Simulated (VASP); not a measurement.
Output of a VASP run:

### OUTCAR
```
 ion  position               nearest neighbor table
   1  0.000  0.000  0.000-   2 2.54   2 2.54   2 2.54   2 2.54
   2  0.250  0.250  0.250-   1 2.54   1 2.54   1 2.54   1 2.54
  LATTYP: Found a face centered cubic cell.
 ALAT       =     5.8700000000
 Subroutine PRICEL returns:
 Original cell was already a primitive cell.
 Subroutine GETGRP returns: Found 24 space group operations
The static configuration has the point symmetry T_d .
The dynamic configuration has the point symmetry T_d .
 Subroutine INISYM returns: Found 24 space group operations
 Subroutine IBZKPT returns following result:
 Found     20 irreducible k-points:

 Following reciprocal coordinates:
            Coordinates               Weight
  0.000000  0.000000  0.000000      1.000000
  0.142857  0.000000  0.000000      8.000000
  0.285714  0.000000  0.000000      8.000000
  0.428571  0.000000  0.000000      8.000000
  0.142857  0.142857  0.000000      6.000000
  0.285714  0.142857  0.000000     24.000000
  0.428571  0.142857  0.000000     24.000000
 -0.428571  0.142857  0.000000     24.000000
 -0.285714  0.142857  0.000000     24.000000
 -0.142857  0.142857  0.000000     12.000000
  0.285714  0.285714  0.000000      6.000000
  0.428571  0.285714  0.000000     24.000000
 -0.428571  0.285714  0.000000     24.000000
 -0.285714  0.285714  0.000000     12.000000
  0.428571  0.428571  0.000000      6.000000
 -0.428571  0.428571  0.000000     12.000000
  0.428571  0.285714  0.142857     24.000000
 -0.428571  0.285714  0.142857     48.000000
 -0.428571  0.428571  0.142857     24.000000
 -0.285714  0.428571  0.142857     24.000000
   k-points           NKPTS =     20   k-points in BZ     NKDIM =     20   number of bands    NBANDS=     13
   number of dos      NEDOS =    301   number of ions     NIONS =      2
   total plane-waves  NPLWV =  32768
   dimension x,y,z NGX =    32 NGY =   32 NGZ =   32
   dimension x,y,z NGXF=    64 NGYF=   64 NGZF=   64
   ions per type =               1   1
   PREC   = accura    normal or accurate (medium, high low for compatibility)
   ISTART =      0    job   : 0-new  1-cont  2-samecut
   ICHARG =      2    charge: 1-file 2-atom 10-const
   ISPIN  =      1    spin polarized calculation?
   LNONCOLLINEAR =      F non collinear calculations
   LSORBIT =      F    spin-orbit coupling
   INIWAV =      1    electr: 0-lowe 1-rand  2-diag
   ENCUT  =  520.0 eV  38.22 Ry    6.18 a.u.   7.72  7.72  7.72*2*pi/ulx,y,z
   NELM   =    100;   NELMIN=  2; NELMDL= -5     # of ELM steps
   EDIFF  = 0.1E-05   stopping-criterion for ELM
   LREAL  =      F    real-space projection
   NLSPLINE    = F    spline interpolate recip. space projectors
   LMAXMIX     =    4 max onsite mixed and CHGCAR
   VOSKOWN=      0    Vosko Wilk Nusair interpolation
   EDIFFG = -.1E-01   stopping-criterion for IOM
   NSW    =     60    number of steps for IOM
   NBLOCK =      1;   KBLOCK =     60    inner block; outer block
   IBRION =      2    ionic relax: 0-MD 1-quasi-New 2-CG
   NFREE  =      1    steps in history (QN), initial steepest desc. (CG)
   ISIF   =      3    stress and relaxation
   ISYM   =      2    0-nonsym 1-usesym 2-fastsym
   TEIN   =    0.0    initial temperature
   TEBEG  =    0.0;   TEEND  =   0.0 temperature during run
   SMASS  =  -3.00    Nose mass-parameter (am)
   PSTRESS=    0.0 pullay stress
   NELECT =      18.0000    total number of electrons
   EFERMI =   0.00;   METHOD = LEGACY
   ISMEAR =     0;   SIGMA  =   0.05  broadening in eV -4-tet -1-fermi 0-gaus
   IALGO  =     38    algorithm
   LDIAG  =      T    sub-space diagonalisation (order eigenvalues)
   IMIX   =      4    mixing-type and parameters
     AMIX     =   0.40;   BMIX     =  1.00
     AMIX_MAG =   1.60;   BMIX_MAG =  1.00
     AMIN     =   0.10
   GGA     = RE    functional components
   VOSKOWN =     0    Vosko Wilk Nusair interpolation
   LHFCALC =     F    Hartree Fock is set to
   LHFONE  =     F    Hartree Fock one center treatment
...
```

**OSZICAR**
```
       N       E                     dE             d eps       ncg     rms          rms(c)
DAV:   1     0.116373486018E+03    0.11637E+03   -0.86400E+03   520   0.158E+03
DAV:   2     0.333596022676E-01   -0.11634E+03   -0.11152E+03   540   0.328E+02
DAV:   3    -0.794824749507E+01   -0.79816E+01   -0.79220E+01   665   0.900E+01
DAV:   4    -0.818175710610E+01   -0.23351E+00   -0.23325E+00   635   0.170E+01
DAV:   5    -0.819418353914E+01   -0.12426E-01   -0.12426E-01   769   0.347E+00    0.588E+00
DAV:   6    -0.781297985365E+01    0.38120E+00   -0.71805E-01   742   0.153E+01    0.371E+00
DAV:   7    -0.779002867162E+01    0.22951E-01   -0.22060E-01   757   0.402E+00    0.138E+00
DAV:   8    -0.779326515256E+01   -0.32365E-02   -0.20168E-02   634   0.212E+00    0.362E-01
DAV:   9    -0.779462307142E+01   -0.13579E-02   -0.29319E-03   635   0.793E-01    0.196E-01
DAV:  10    -0.779474641620E+01   -0.12334E-03   -0.27315E-04   706   0.159E-01    0.135E-01
DAV:  11    -0.779486951925E+01   -0.12310E-03   -0.88965E-05   590   0.638E-02    0.468E-02
DAV:  12    -0.779492060453E+01   -0.51085E-04   -0.11874E-04   580   0.138E-01    0.257E-02
DAV:  13    -0.779492176965E+01   -0.11651E-05   -0.45475E-06   635   0.201E-02    0.202E-02
DAV:  14    -0.779492254019E+01   -0.77054E-06   -0.17519E-06   564   0.112E-02
   1 F= -.77949225E+01 E0= -.77949225E+01  d E =-.779492E+01
       N       E                     dE             d eps       ncg     rms          rms(c)
DAV:   1    -0.919125057779E+01   -0.13963E+01   -0.39727E+01   650   0.152E+02    0.707E+00
DAV:   2    -0.807130619970E+01    0.11199E+01   -0.22170E+00   645   0.340E+01    0.296E+00
DAV:   3    -0.783306996432E+01    0.23824E+00   -0.84544E-01   660   0.199E+01    0.127E+00
DAV:   4    -0.783302031434E+01    0.49650E-04   -0.36614E-02   580   0.218E+00    0.927E-01
DAV:   5    -0.782960149247E+01    0.34188E-02   -0.28952E-03   603   0.631E-01    0.503E-01
DAV:   6    -0.782895047336E+01    0.65102E-03   -0.20435E-03   585   0.479E-01    0.573E-02
DAV:   7    -0.782895125915E+01   -0.78580E-06   -0.16804E-04   704   0.210E-01    0.283E-02
DAV:   8    -0.782896278177E+01   -0.11523E-04   -0.88644E-05   640   0.179E-01    0.184E-02
DAV:   9    -0.782895845929E+01    0.43225E-05   -0.72472E-06   650   0.504E-02    0.556E-03
DAV:  10    -0.782895961259E+01   -0.11533E-05   -0.19584E-06   549   0.144E-02    0.139E-03
DAV:  11    -0.782895966611E+01   -0.53516E-07   -0.29444E-07   460   0.488E-03
   2 F= -.78289597E+01 E0= -.78289595E+01  d E =-.340371E-01
       N       E                     dE             d eps       ncg     rms          rms(c)
DAV:   1    -0.798629555433E+01   -0.15734E+00   -0.36979E+00   640   0.398E+01    0.262E+00
DAV:   2    -0.785847044226E+01    0.12783E+00   -0.27964E-01   640   0.138E+01    0.899E-01
DAV:   3    -0.783760717077E+01    0.20863E-01   -0.63540E-02   665   0.572E+00    0.526E-01
DAV:   4    -0.783752423517E+01    0.82936E-04   -0.25090E-03   568   0.517E-01    0.381E-01
DAV:   5    -0.783731997996E+01    0.20426E-03   -0.39861E-04   661   0.213E-01    0.118E-01
DAV:   6    -0.783735646624E+01   -0.36486E-04   -0.16187E-04   795   0.168E-01    0.382E-02
DAV:   7    -0.783734337897E+01    0.13087E-04   -0.17594E-05   604   0.559E-02    0.624E-03
DAV:   8    -0.783734240610E+01    0.97287E-06   -0.94685E-07   380   0.954E-03
   3 F= -.78373424E+01 E0= -.78373424E+01  d E =-.424199E-01
```

File OUTCAR:
```
------------------------ aborting loop because EDIFF is reached ----------------------------------------
  FORCE on cell =-STRESS in cart. coord.  units (eV):
  Direction    XX          YY          ZZ          XY          YZ          ZX
  --------------------------------------------------------------------------------------
  Total        0.0067392      0.0067392      0.0067392     -0.0000000      0.0000000     -0.0000000
  in kB        0.2000719      0.2000719      0.2000719     -0.0000000      0.0000000     -0.0000000
  external PRESSURE =       0.2000719 kB  Pullay stress =       0.0000000 kB
  volume of cell :       53.97
      direct lattice vectors                 reciprocal lattice vectors
    -0.000000000  2.999396454  2.999396454    -0.166700204  0.166700204  0.166700204
     2.999396454  0.000000000  2.999396454     0.166700204 -0.166700204  0.166700204
     2.999396454  2.999396454  0.000000000     0.166700204  0.166700204 -0.166700204
  FREE ENERGIE OF THE ION-ELECTRON SYSTEM (eV)
  ---------------------------------------------------
  free  energy   TOTEN  =        -7.8373424061 eV

  energy  without entropy=       -7.8373424061  energy(sigma->0) =       -7.83734241

 reached required accuracy - stopping structural energy minimisation
```
(Selected blocks of OUTCAR.)

### POSCAR
```
InP
1
    0.0000000000     2.9350000000     2.9350000000
    2.9350000000     0.0000000000     2.9350000000
    2.9350000000     2.9350000000     0.0000000000
In P
1 1
Direct
  0.0000000000   0.0000000000   0.0000000000
  0.2500000000   0.2500000000   0.2500000000
```

Question: Reconstruct the remaining input files.

Answer: Several could match; the one computed here: the input of the run itself, revPBE GGA, plane waves, VASP's PBE PAW potentials (set 64).

File KPOINTS:
```
Automatic mesh
0
Gamma
7 7 7
0 0 0
```

**INCAR**
```
LCHARG  =  .FALSE.
ALGO  =  Normal
IBRION  =  2
GGA  =  RE   ! revPBE
EDIFFG  =  -0.01
EDIFF  =  1E-6   ! SCF stop (eV)
LWAVE  =  .FALSE.
LMAXMIX  =  4   ! l cut-off of mixed one-centre charges
SYSTEM  =  InP
PREC  =  Accurate
NSW  =  60
LASPH  =  .TRUE.   ! aspherical one-centre terms
ISMEAR  =  0   ! Gaussian
ENCUT  =  520
NELM  =  100   ! most electronic steps
ISIF  =  3   ! ions, shape and volume
LREAL  =  .FALSE.   ! projection in real space or not
SIGMA  =  0.05   ! width (eV)
```

POTCAR, in this order: In_d P (PBE.64 set). Program: vasp_std.

Energy and stress use the plane-wave basis of the starting cell.

The compound is InP in the zinc blende structure. This run relaxes it. Symmetry was kept, so distortions that lower it aren't found.
